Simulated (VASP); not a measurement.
## Be2N: relaxation of cell and atoms with r2SCAN+rVV10

The system is Be2N.

```
Be N
1.0
     3.09680    0.00000    0.00000
    -1.54840    2.68191    0.00000
     0.00000    0.00000    3.09753
Be N
2 1
Direct
  0.33333 0.66667 0.50000
  0.66667 0.33333 0.50000
  0.00000 0.00000 0.00000
```

The cell was built by a generator and needn't be a form met in nature.

- Program: VASP 6.6.1
- Task: relaxation of cell and atoms
- Functional: r2SCAN
- Dispersion: rVV10
- Potentials or basis: VASP PAW PBE potentials, release 64 (Be, N)
- Cutoff: 600 eV
- k mesh: 10 × 10 × 9
- Occupations: gaussian, width 0.05 eV
- Spin: no spin polarisation
- Further INCAR settings: ALGO = Normal; EDIFF = 1e-06; IBRION = 2; EDIFFG = -0.02; NSW = 40; ISIF = 3

The relaxed volume is 8.28 Å³/atom and the relaxed cell is a = 3.261 Å, b = 3.261 Å, c = 2.697 Å, α = 90.00°, β = 90.00°, γ = 120.00°. The space group after relaxing (to 0.05 Å) is P6/mmm (No. 191) and the energy gained by relaxing is 312.4 meV/atom. The ionic steps are 9, the pressure after relaxing is 0.0 GPa and the band gap on the k mesh is none (metal or under the smearing width).

Stress tensor (GPa, compression positive):
```
-0.04  0.00  0.00
 0.00 -0.04  0.00
 0.00  0.00  0.19
```

Step by step:
```csv
step,energy change (eV),largest force (eV/Å),pressure (GPa),volume (Å³)
1,0.0000,0.0000,2.60,25.73
2,-0.8790,0.0000,-3.24,25.74
3,-0.9238,0.0000,-3.77,25.81
4,-0.9251,0.0000,-3.83,25.82
5,-0.9247,0.0000,-3.90,25.83
6,-0.9363,0.0000,-0.99,25.09
7,-0.9369,0.0000,-0.12,24.88
8,-0.9369,0.0000,-0.04,24.86
9,-0.9371,0.0000,0.04,24.83
```

Final structure:
```
Be N
1.0
     3.26078    0.00000    0.00000
    -1.63039    2.82392    0.00000
     0.00000    0.00000    2.69698
Be N
2 1
Direct
  0.33333 0.66667 0.50000
  0.66667 0.33333 0.50000
  0.00000 0.00000 0.00000
```

Levels at points of the mesh, in eV from the Fermi level:
```tsv
k point	band 2	band 3	band 4	band 5	band 6	band 7	band 8
(0.00, 0.00, 0.00)	-3.46	-3.46	-2.44	-2.19	1.11	1.11	8.61
(0.50, 0.00, 0.00)	-9.39	-5.67	-1.37	-1.07	4.60	4.76	7.44
```

It took 10 min on 1 thread of Intel(R) Xeon(R) Platinum 8488C (Sapphire Rapids), with other jobs on the host, peak memory 0.26 GiB.

Caveat: the PAW data sets were made with another functional, which shifts forces and pressure a little.
